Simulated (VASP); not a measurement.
Set up this calculation in VASP 6.6.1, as the native input.

```
Task                   : relaxation of cell and atoms
Functional             : PBE
Potentials or basis    : VASP PAW PBE potentials, release 64 (Sb, Bi_d, S)
Cutoff                 : 520 eV
k mesh                 : 3 × 4 × 2
Occupations            : gaussian, width 0.15 eV
Spin                   : no spin polarisation
Further INCAR settings : PREC = Normal; ALGO = Fast; EDIFF = 0.0001; IBRION = 2; EDIFFG = -0.08; NSW = 24; ISIF = 3
```

The structure of BiSbS4 lies in POSCAR:

```
BiSbS4
1.0
    6.1000000000      0.0000000000      0.0000000000
    0.0000000000      3.7500000000      0.0000000000
    0.0000000000      0.0000000000      6.5000000000
Sb Bi S
1 1 4
Direct
    0.0000000000      0.5000000000      0.5000000000
    0.0000000000      0.0000000000      0.0000000000
    0.7500000000      0.0000000000      0.6670000000
    0.2500000000      0.0000000000      0.3330000000
    0.2500000000      0.5000000000      0.8330000000
    0.7500000000      0.5000000000      0.1670000000
```

The cell was built by a generator and needn't be a form met in nature.

One way to write it, as run:

INCAR

```
SYSTEM = BiSbS4
  PREC = Normal
  ENCUT = 520
  EDIFF = 1E-4
  ISMEAR = 0
  SIGMA = 0.15
  LREAL = .FALSE.
  LASPH = .TRUE.
  NELM = 60
  ALGO = Fast
  ISIF = 3
  LWAVE = .FALSE.
  LCHARG = .FALSE.
  GGA = PE
  IBRION = 2
  NSW = 24
  EDIFFG = -0.08
  KPAR = 2
```

KPOINTS

```
regular mesh
0
G
  3 4 2
  0 0 0
```

Potentials or basis: VASP PAW PBE potentials, release 64 (Sb, Bi_d, S).

The run is started by

```bash
$ cat potpaw_PBE.64/Sb/POTCAR potpaw_PBE.64/Bi_d/POTCAR potpaw_PBE.64/S/POTCAR > POTCAR
$ mpirun -np 2 vasp_std > vasp.out
```

It gave:

| Quantity | Value |
| --- | --- |
| Relaxed volume | 26.42 Å³/atom |
| Relaxed cell | a = 6.085 Å, b = 3.831 Å, c = 6.801 Å, α = 90.00°, β = 91.35°, γ = 90.00° |
| Space group after relaxing (to 0.05 Å) | P2/m (No. 10) |
| Energy gained by relaxing | 85.6 meV/atom |
| Ionic steps | 11 |
| Pressure after relaxing | 0.1 GPa |
| Largest force after relaxing | 0.065 eV/Å |
| Band gap on the k mesh | none (metal or under the smearing width) |

Caveat: the k mesh is coarse (spacing up to 0.48 Å⁻¹), so the values aren't converged; spin-orbit coupling is left out, which moves the levels of the heavy elements; this functional lacks dispersion, which binds the layers, so the pressure and a relaxed spacing across them are unreliable; the relaxation stopped at a loose force limit of 0.08 eV/Å, so its end isn't a converged minimum.

Run time: 3.2 min on 2 MPI ranks on AMD EPYC 7R43 64-Core Processor (Zen 3), on a shared host, peak memory 0.17 GiB a rank.
